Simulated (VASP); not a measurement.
All values below come from PBE GGA, VASP's PBE PAW potentials (set 64) (plane waves; VASP).

The input files of a VASP run:

**POSCAR**
```
MoS2
13.5311710
  0.1176156044   0.0679053646   0.4999999886
 -0.1176156044   0.0679053646   0.4999999886
  0.0000000000  -0.1358108115   0.4999999898
Mo S
1 2
Cart
  0.0000000000  -0.0000000000   0.0000010186
 -0.0000000000  -0.0000000611   1.1154059405
  0.0000000000  -0.0000000485   0.8845429968
```

### KPOINTS
```
k-points along high-symmetry lines
12
Line-mode
Reciprocal
  0.000000   0.000000   0.000000 ! GAMMA
  0.500000   0.500000   0.500000 ! T

  0.500000   0.500000   0.500000 ! T
  0.818510   0.181490   0.500000 ! H_2

  0.500000  -0.181490   0.181490 ! H_0
  0.500000   0.000000   0.000000 ! L

  0.500000   0.000000   0.000000 ! L
  0.000000   0.000000   0.000000 ! GAMMA

  0.000000   0.000000   0.000000 ! GAMMA
  0.340745  -0.340745   0.000000 ! S_0

  0.659255   0.000000   0.340745 ! S_2
  0.500000   0.000000   0.500000 ! F

  0.500000   0.000000   0.500000 ! F
  0.000000   0.000000   0.000000 ! GAMMA
```

INCAR:
```
SYSTEM = MoS2
PREC = Accurate
ENCUT = 400
EDIFF = 1E-6
NELM = 100
ALGO = Normal
LREAL = .FALSE.
LASPH = .TRUE.
ISMEAR = 0
SIGMA = 0.05
GGA = PE
LMAXMIX = 4
LWAVE = .FALSE.
LCHARG = .FALSE.
ICHARG = 11
```

POTCAR, in this order: Mo_sv S (PBE.64 set). Program: vasp_std. Read from the step before: CHGCAR.

The resulting files:

OSZICAR:
```
       N       E                     dE             d eps       ncg     rms          rms(c)
DAV:   1     0.153583261818E+03    0.15358E+03   -0.12152E+04  3120   0.117E+03
DAV:   2    -0.152474336006E+02   -0.16883E+03   -0.16647E+03  3851   0.311E+02
DAV:   3    -0.205489433636E+02   -0.53015E+01   -0.52464E+01  3395   0.521E+01
DAV:   4    -0.206326279566E+02   -0.83685E-01   -0.83491E-01  3660   0.651E+00
DAV:   5    -0.206338698459E+02   -0.12419E-02   -0.12418E-02  3525   0.757E-01
DAV:   6    -0.206339038943E+02   -0.34048E-04   -0.34048E-04  3723   0.114E-01
DAV:   7    -0.206339051905E+02   -0.12962E-05   -0.12962E-05  3529   0.189E-02
DAV:   8    -0.206339052446E+02   -0.54097E-07   -0.54098E-07  2958   0.370E-03
   1 F= -.20633905E+02 E0= -.20633905E+02  d E =-.102710E-20
```

OUTCAR:
```
 val. band max:        5.9775962518   @ k =   0.5000   0.5000   0.5000

 cond. band min:       7.2577725891   @ k =   0.5000  -0.1650   0.1650



 k-point     1 :       0.0000    0.0000    0.0000
  band No.  band energies     occupation
      1     -55.2723      2.00000
      2     -29.4151      2.00000
      3     -29.2111      2.00000
      4     -29.2111      2.00000
      5      -8.5273      2.00000
      6      -7.1215      2.00000
      7      -0.2534      2.00000
      8       2.9844      2.00000
      9       2.9844      2.00000
     10       4.0835      2.00000
     11       4.0835      2.00000
     12       4.4578      2.00000
     13       5.2726      2.00000
     14       8.3359      0.00000
     15       8.3359      0.00000
     16       8.6151      0.00000
     17       8.6151      0.00000

 k-point     2 :       0.0455    0.0455    0.0455
  band No.  band energies     occupation
      1     -55.2723      2.00000
      2     -29.4150      2.00000
      3     -29.2109      2.00000
      4     -29.2109      2.00000
      5      -8.5258      2.00000
      6      -7.1241      2.00000
      7      -0.2457      2.00000
      8       2.9843      2.00000
      9       2.9843      2.00000
     10       4.0837      2.00000
     11       4.0837      2.00000
     12       4.4164      2.00000
     13       5.3052      2.00000
     14       8.3364      0.00000
     15       8.3364      0.00000
     16       8.6144      0.00000
     17       8.6144      0.00000

 k-point     3 :       0.0909    0.0909    0.0909
  band No.  band energies     occupation
      1     -55.2723      2.00000
      2     -29.4150      2.00000
      3     -29.2110      2.00000
      4     -29.2110      2.00000
      5      -8.5216      2.00000
      6      -7.1318      2.00000
      7      -0.2232      2.00000
      8       2.9841      2.00000
      9       2.9841      2.00000
     10       4.0841      2.00000
     11       4.0841      2.00000
     12       4.3094      2.00000
...
```

The density is held fixed in this step, so its total energy and stress have no physical meaning. Without a dispersion term in the relaxation, distances and binding between the weakly bound layers, chains or molecules are unreliable, and so is what depends on them.

The structure was generated: MoS2 was put into the 3R-MoS2 type (R3m), which need not be its known phase. It was relaxed first, which changed the volume by +12 %.
